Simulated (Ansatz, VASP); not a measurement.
# TaN: VASP beside Ansatz, part 3 of 3

One calculation is typed for both programs; each brings its own data sets. How far apart do they land? The cell is taken from a series of runs on this material, whose earlier steps may have relaxed, scaled, displaced or heated it; both programs get it as it stands.

VASP 6.6.1 and Ansatz 0.2.0.

So far: The starting structure; Ansatz: zone-centre phonons, LDA; VASP: zone-centre phonons, LDA.

### 3. VASP: zone-centre phonons, LDA (continued)

Level of this step: LDA; plane waves and PAW (N, Ta_pv) (VASP).

Numbers of over 12 decimals in the logs are rounded to 6 here.

Parts of OUTCAR (step 3):

```text
ion  position               nearest neighbor table
   1  0.394  0.000  0.000-   6 2.02   4 2.13   4 2.13   5 2.13   5 2.13
   2  0.606  0.606  0.000-   6 2.02   5 2.13   5 2.13   4 2.13   4 2.13
   3  0.000  0.394  0.000-   6 2.02   5 2.13   5 2.13   4 2.13   4 2.13
   4  0.333  0.667  0.500-   1 2.13   1 2.13   3 2.13   3 2.13   2 2.13   2 2.13   5 2.96   5 2.96
                             5 2.96   6 3.29   6 3.29   6 3.29   6 3.29   6 3.29   6 3.29
   5  0.667  0.333  0.500-   3 2.13   3 2.13   1 2.13   1 2.13   2 2.13   2 2.13   4 2.96   4 2.96
                             4 2.96   6 3.29   6 3.29   6 3.29   6 3.29   6 3.29   6 3.29
   6  0.000  0.000  0.000-   3 2.02   1 2.02   2 2.02   4 3.29   5 3.29   4 3.29   5 3.29   4 3.29
                             4 3.29   5 3.29   5 3.29   5 3.29   5 3.29   4 3.29   4 3.29

  LATTYP: Found a hexagonal cell.
 ALAT       =     5.1291468115
 C/A-ratio  =     0.5591327496

 Subroutine GETGRP returns: Found 12 space group operations
 (whereof 12 operations were pure point group operations)

The static configuration has the point symmetry D_3h.

 Found     84 irreducible k-points:

   k-points           NKPTS =     84   k-points in BZ     NKDIM =     84   number of bands    NBANDS=     30

   dimension x,y,z NGX =    42 NGY =   42 NGZ =   24
   dimension x,y,z NGXF=    84 NGYF=   84 NGZF=   48

   ENCUT  =  600.0 eV  44.10 Ry    6.64 a.u.  10.24 10.24  5.73*2*pi/ulx,y,z

   NELECT =      48.0000    total number of electrons

 k-points in reciprocal lattice and weights: Automatic mesh
   0.00000000  0.00000000  0.00000000       0.001
   0.11111111  0.00000000  0.00000000       0.006
   0.22222222 -0.00000000  0.00000000       0.006
   0.33333333 -0.00000000  0.00000000       0.006
   0.44444444 -0.00000000  0.00000000       0.006
   0.11111111  0.11111111  0.00000000       0.006
   0.22222222  0.11111111  0.00000000       0.012
   0.33333333  0.11111111  0.00000000       0.012
   0.44444444  0.11111111  0.00000000       0.006
[...]
-----------------------------------------------------------------------------------
    total drift:                               -0.000000     -0.000001      0.000000

 Eigenvectors and eigenvalues of the dynamical matrix
 ----------------------------------------------------

   1 f  =   22.080268 THz   138.734417 2PiTHz  736.518472 cm-1    91.316611 meV
             X         Y         Z           dx          dy          dz
      2.020595  0.000000  0.000000     0.000000    0.577350   -0.000000
      1.554276  2.692085  0.000000     0.500000   -0.288675    0.000000
     -1.010298  1.749887  0.000000    -0.500000   -0.288675   -0.000000
     -0.000000  2.961314  1.433937     0.000000    0.000000    0.000000
      2.564573  1.480657  1.433937     0.000000   -0.000000   -0.000000
      0.000000  0.000000  0.000000    -0.000000    0.000000   -0.000000

   2 f  =   20.339662 THz   127.797865 2PiTHz  678.458095 cm-1    84.118045 meV
             X         Y         Z           dx          dy          dz
      2.020595  0.000000  0.000000    -0.541611    0.147589   -0.000000
      1.554276  2.692085  0.000000    -0.330380   -0.674994    0.000000
     -1.010298  1.749887  0.000000     0.276383   -0.080771    0.000000
     -0.000000  2.961314  1.433937     0.035569    0.000586   -0.000000
      2.564573  1.480657  1.433937    -0.000157    0.035573    0.000000
      0.000000  0.000000  0.000000     0.130272    0.133021   -0.000000

   3 f  =   20.339662 THz   127.797865 2PiTHz  678.458095 cm-1    84.118045 meV
             X         Y         Z           dx          dy          dz
      2.020595  0.000000  0.000000     0.553040    0.144539    0.000000
      1.554276  2.692085  0.000000    -0.269543   -0.066692   -0.000000
     -1.010298  1.749887  0.000000     0.324680   -0.673454    0.000000
     -0.000000  2.961314  1.433937    -0.000586    0.035569    0.000000
      2.564573  1.480657  1.433937    -0.035573   -0.000157    0.000000
      0.000000  0.000000  0.000000    -0.133021    0.130272   -0.000000

   4 f  =   19.287809 THz   121.188877 2PiTHz  643.372049 cm-1    79.767932 meV
             X         Y         Z           dx          dy          dz
      2.020595  0.000000  0.000000     0.577350    0.000000   -0.000000
      1.554276  2.692085  0.000000    -0.288675   -0.500000   -0.000000
     -1.010298  1.749887  0.000000    -0.288675    0.500000    0.000000
     -0.000000  2.961314  1.433937     0.000000   -0.000000    0.000000
      2.564573  1.480657  1.433937    -0.000000   -0.000000    0.000000
      0.000000  0.000000  0.000000    -0.000000   -0.000000    0.000000

   5 f  =   18.993597 THz   119.340291 2PiTHz  633.558209 cm-1    78.551171 meV
             X         Y         Z           dx          dy          dz
      2.020595  0.000000  0.000000     0.129357    0.550986    0.000000
      1.554276  2.692085  0.000000     0.255632    0.059190   -0.000000
     -1.010298  1.749887  0.000000     0.618403    0.414445   -0.000000
     -0.000000  2.961314  1.433937    -0.084867   -0.128032   -0.000000
      2.564573  1.480657  1.433937    -0.126228   -0.087529    0.000000
      0.000000  0.000000  0.000000    -0.068030   -0.069469    0.000000

   6 f  =   18.993597 THz   119.340291 2PiTHz  633.558209 cm-1    78.551171 meV
             X         Y         Z           dx          dy          dz
      2.020595  0.000000  0.000000    -0.132094    0.539571   -0.000000
      1.554276  2.692085  0.000000    -0.623891    0.413296    0.000000
     -1.010298  1.749887  0.000000    -0.268636    0.050525   -0.000000
     -0.000000  2.961314  1.433937     0.128032   -0.084867   -0.000000
      2.564573  1.480657  1.433937     0.087529   -0.126228    0.000000
      0.000000  0.000000  0.000000     0.069469   -0.068030    0.000000

   7 f  =   18.702794 THz   117.513118 2PiTHz  623.858045 cm-1    77.348505 meV
             X         Y         Z           dx          dy          dz
      2.020595  0.000000  0.000000     0.000000    0.000000    0.553883
      1.554276  2.692085  0.000000     0.000000    0.000000    0.553883
     -1.010298  1.749887  0.000000     0.000000    0.000000    0.553883
     -0.000000  2.961314  1.433937    -0.000000   -0.000000   -0.191577
      2.564573  1.480657  1.433937    -0.000000   -0.000000   -0.191577
      0.000000  0.000000  0.000000    -0.000000    0.000000   -0.078969

   8 f  =   18.179423 THz   114.224684 2PiTHz  606.400283 cm-1    75.184019 meV
             X         Y         Z           dx          dy          dz
      2.020595  0.000000  0.000000     0.000000   -0.000000   -0.659747
      1.554276  2.692085  0.000000     0.000000   -0.000000    0.746467
     -1.010298  1.749887  0.000000     0.000000   -0.000000   -0.086720
     -0.000000  2.961314  1.433937    -0.000000    0.000000   -0.000000
      2.564573  1.480657  1.433937    -0.000000    0.000000   -0.000000
      0.000000  0.000000  0.000000    -0.000000   -0.000000   -0.000000

   9 f  =   18.179423 THz   114.224684 2PiTHz  606.400283 cm-1    75.184019 meV
             X         Y         Z           dx          dy          dz
      2.020595  0.000000  0.000000     0.000000   -0.000000    0.481041
      1.554276  2.692085  0.000000     0.000000   -0.000000    0.330838
     -1.010298  1.749887  0.000000    -0.000000    0.000000   -0.811878
     -0.000000  2.961314  1.433937    -0.000000   -0.000000   -0.000000
      2.564573  1.480657  1.433937     0.000000    0.000000   -0.000000
      0.000000  0.000000  0.000000    -0.000000   -0.000000   -0.000000

  10 f  =    7.187933 THz    45.163113 2PiTHz  239.763624 cm-1    29.726887 meV
             X         Y         Z           dx          dy          dz
      2.020595  0.000000  0.000000    -0.001019   -0.018507    0.000000
      1.554276  2.692085  0.000000     0.022365   -0.012503   -0.000000
     -1.010298  1.749887  0.000000     0.005473    0.004746    0.000000
     -0.000000  2.961314  1.433937     0.425580    0.553366    0.000000
      2.564573  1.480657  1.433937    -0.544336   -0.437070   -0.000000
      0.000000  0.000000  0.000000     0.111335   -0.109028    0.000000

  11 f  =    7.187933 THz    45.163113 2PiTHz  239.763624 cm-1    29.726887 meV
             X         Y         Z           dx          dy          dz
      2.020595  0.000000  0.000000    -0.000998    0.018898    0.000000
      1.554276  2.692085  0.000000     0.005006   -0.004485    0.000000
     -1.010298  1.749887  0.000000     0.022255    0.012406   -0.000000
     -0.000000  2.961314  1.433937    -0.553366    0.425580   -0.000000
      2.564573  1.480657  1.433937     0.437070   -0.544336    0.000000
      0.000000  0.000000  0.000000     0.109028    0.111335    0.000000

  12 f  =    5.953621 THz    37.407701 2PiTHz  198.591406 cm-1    24.622185 meV
             X         Y         Z           dx          dy          dz
      2.020595  0.000000  0.000000     0.000000   -0.000000    0.000000
      1.554276  2.692085  0.000000    -0.000000    0.000000    0.000000
     -1.010298  1.749887  0.000000    -0.000000   -0.000000   -0.000000
     -0.000000  2.961314  1.433937    -0.000000   -0.000000   -0.707107
      2.564573  1.480657  1.433937    -0.000000    0.000000    0.707107
      0.000000  0.000000  0.000000     0.000000    0.000000   -0.000000

  13 f  =    5.867044 THz    36.863723 2PiTHz  195.703516 cm-1    24.264133 meV
             X         Y         Z           dx          dy          dz
      2.020595  0.000000  0.000000    -0.067611    0.048637    0.000000
      1.554276  2.692085  0.000000    -0.032146   -0.089526   -0.000000
     -1.010298  1.749887  0.000000     0.069775    0.010268    0.000000
     -0.000000  2.961314  1.433937     0.184036    0.380319   -0.000000
      2.564573  1.480657  1.433937     0.376356    0.192011    0.000000
      0.000000  0.000000  0.000000    -0.551773   -0.563528   -0.000000
    [... 43 further lines ...]
      2.564573  1.480657  1.433937    -0.488806    0.265263   -0.000000
      0.000000  0.000000  0.000000    -0.489007    0.265430   -0.000000

 ELASTIC MODULI CONTR FROM IONIC RELAXATION (kBar)
 Direction    XX          YY          ZZ          XY          YZ          ZX
 --------------------------------------------------------------------------------
 XX        -589.3846    201.3211     62.7585     -0.0000     -0.0000      0.0000
 YY         201.3211   -589.3846     62.7585     -0.0000      0.0000     -0.0000
 ZZ          62.7585     62.7585    -20.2989      0.0000     -0.0000     -0.0000
 XY          -0.0000     -0.0000      0.0000   -395.3553     -0.0000      0.0000
 YZ          -0.0000      0.0000     -0.0000     -0.0000    -44.3186     -0.0000
 ZX           0.0000     -0.0000     -0.0000      0.0000     -0.0000    -36.1737
 --------------------------------------------------------------------------------
```

### 4. Differences

Known differences besides the potentials themselves: the data sets hold 54 valence electrons in Ansatz (on its PAW soft_1 files) and 48 in VASP; the cutoff is 420 eV in Ansatz and 600 eV in VASP; VASP's log shows a relativistic correction to its local exchange, Ansatz's none. Total energies have different zeros and are not compared.

Compared:

```
                    quantity  Ansatz   VASP  difference
       optical mode 1 (cm⁻¹)   151.9  151.6     +0.18 %
  optical mode 2 to 3 (cm⁻¹)   195.2  195.7     -0.23 %
       optical mode 4 (cm⁻¹)   197.6  198.6     -0.49 %
  optical mode 5 to 6 (cm⁻¹)   239.1  239.8     -0.27 %
  optical mode 7 to 8 (cm⁻¹)   602.6  606.4     -0.63 %
       optical mode 9 (cm⁻¹)   621.3  623.9     -0.41 %
optical mode 10 to 11 (cm⁻¹)   629.0  633.6     -0.72 %
      optical mode 12 (cm⁻¹)   638.2  643.4     -0.81 %
optical mode 13 to 14 (cm⁻¹)   674.0  678.5     -0.66 %
      optical mode 15 (cm⁻¹)   732.3  736.5     -0.57 %
```

Modes are paired by rising frequency, not by their patterns, so a pair may set unlike modes beside each other; they are those without the splitting of longitudinal modes.

### 5. Results

| Quantity | Value |
| --- | --- |
| r.m.s. difference of the optical zone-centre modes, each program's sorted by frequency (zone-centre phonons, LDA) | 3.3 cm⁻¹ |
| difference in optical mode 12 (zone-centre phonons, LDA) | -0.8 % |

What this shows: The r.m.s. difference of the optical zone-centre modes, each program's sorted by frequency is 3.3 cm⁻¹ (zone-centre phonons, LDA). The data sets hold unlike numbers of valence electrons (54 in Ansatz and 48 in VASP), so part of the differences comes from the potentials. Among the rows given in per cent, the largest difference of the zone-centre phonons, LDA pair is in optical mode 12, -0.8 %. How closely two codes agree says nothing of how well the functional describes the real material.

[Lines on the potential files, build, host, timing and source positions are cut from VASP's logs without a mark.]

[Logs are printed without paths, hosts, clocks, repeated set-up lines and the standing remarks that a program may print on its own settings, such as how far it seeks lower states.]

[Hosts, paths, dates, database ids (printed as entryN), source tags and the programs' standing remarks are cut or masked in the printed files.]
